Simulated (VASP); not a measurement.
An input for Quantum ESPRESSO's pw.x (written as the equivalent of a VASP run, and not itself run):

```
&CONTROL
  calculation = 'scf'
  pseudo_dir = './pseudo'
  outdir = './out'
  tprnfor = .true.
  tstress = .true.
/
&SYSTEM
  ibrav = 0
  nat = 6
  ntyp = 2
  ecutwfc = 78
  occupations = 'tetrahedra'
  input_dft = 'pbesol'
/
&ELECTRONS
  conv_thr = 7.3e-09
  electron_maxstep = 100
/
ATOMIC_SPECIES
  Ge 72.630 Ge.upf
  S 32.060 S.upf
CELL_PARAMETERS angstrom
    -2.5128293    2.5128293    4.8765951
     2.5128293   -2.5128293    4.8765951
     2.5128293    2.5128293   -4.8765951
ATOMIC_POSITIONS crystal
  Ge   0.5000000  0.5000000  0.0000000
  Ge   0.2500000  0.7500000  0.5000000
  S    0.2722560  0.2722560  0.0000000
  S    0.0222560  0.5222560  0.5000000
  S    0.4777440  0.9777440  0.5000000
  S    0.7277440  0.7277440  0.0000000
K_POINTS automatic
  7 7 7 0 0 0
```

Question: Write the VASP files for the same calculation (PBEsol).

Answer: Several could match; the one computed here: 
### INCAR
```
ALGO = Normal
EDIFF = 1E-7
ENCUT = 400
GGA = PS
ISIF = 2
ISMEAR = -5
LASPH = T
LCHARG = T
LEFG = T
LMAXMIX = 4
LORBIT = 11
LREAL = F
LWAVE = F
NEDOS = 601
NELM = 100
PREC = Accurate
SYSTEM = GeS2
```

**KPOINTS**
```
Automatic mesh
0
Gamma
7 7 7
0 0 0
```

### POSCAR
```
GeS2
1
   -2.5128293465     2.5128293465     4.8765951036
    2.5128293465    -2.5128293465     4.8765951036
    2.5128293465     2.5128293465    -4.8765951036
Ge S
2 4
Direct
  0.5000000000   0.5000000000   0.0000000000
  0.2500000000   0.7500000000   0.5000000000
  0.2722559654   0.2722559654   0.0000000000
  0.0222559654   0.5222559654   0.5000000000
  0.4777440346   0.9777440346   0.5000000000
  0.7277440346   0.7277440346   0.0000000000
```

POTCAR, in this order: Ge_d S (PBE.64 set). Program: vasp_std.

The two are equivalent in intent, not identical: the potentials are each code's own (VASP's PAW set, PseudoDojo norm-conserving files in pw.x), so ENCUT and ecutwfc are chosen apart and not converted; conv_thr bounds pw.x's estimated SCF error, while EDIFF bounds the energy change between steps; the field gradients of LEFG aren't asked of the other code.

The structure was generated: GeS2 was put into the anatase type (I4_1/amd), which need not be its known phase. It was relaxed first.
